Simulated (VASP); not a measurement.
## BaNaZrN2: single point with PBE

Crystal: BaNaZrN2.

```
Na Ba Zr N
1.0
     4.04750    0.00000    0.00000
    -2.02375    3.50524    0.00000
     0.00000    0.00000    6.85601
Na Ba Zr N
1 1 1 2
Cartesian
  0.0000 0.0000 2.6202
  0.0000 2.3368 6.6709
  2.0238 1.1684 4.5180
  2.0238 1.1684 1.6805
  0.0000 0.0000 5.0784
```

The cell was built by a generator and needn't be a form met in nature.

* Program: VASP 6.6.1
* Task: single point
* Functional: PBE
* Potentials or basis: VASP PAW PBE potentials, release 64 (Na_pv, Ba_sv, Zr_sv, N)
* Cutoff: 520 eV
* k mesh: 8 × 8 × 4
* Occupations: fermi-dirac, width 0.05 eV
* Spin: no spin polarisation

```yaml
Pressure: -5.1 GPa
Largest_force: 3.866 eV/Å
Band_gap_on_the_k_mesh: none (metal or under the smearing width)
```

Forces on the atoms (eV/Å):
```
Na   0.000  0.000 -1.425
Ba   0.000  0.000  3.866
Zr   0.000  0.000 -2.824
N    0.000  0.000  1.728
N    0.000  0.000 -1.345
```

Stress tensor (GPa, compression positive):
```
-5.22  0.00  0.00
 0.00 -5.22  0.00
 0.00  0.00 -4.96
```

Levels at points of the mesh, in eV from the Fermi level:
```
           k point  band 17  band 18  band 19  band 20  band 21  band 22
(0.00, 0.00, 0.00)    -1.41    -0.41    -0.41     0.22     0.22     0.30
(0.50, 0.00, 0.00)    -1.37    -1.24    -0.61    -0.42     0.85     1.01
(0.00, 0.00, 0.50)    -2.25    -0.45    -0.45     0.39     0.39     1.51
(0.50, 0.00, 0.50)    -1.58    -1.42    -0.48     0.14     0.67     0.75
```

Run time: 57 s on 1 thread of Intel(R) Xeon(R) 6975P-C (Granite Rapids), on a shared host, peak memory 0.28 GiB.

Caveat: forces of over 1 eV/Å show positions far from the minimum, so gaps and moduli don't describe the material at rest. The run has no spin-orbit coupling, so splittings on Ba are missing.
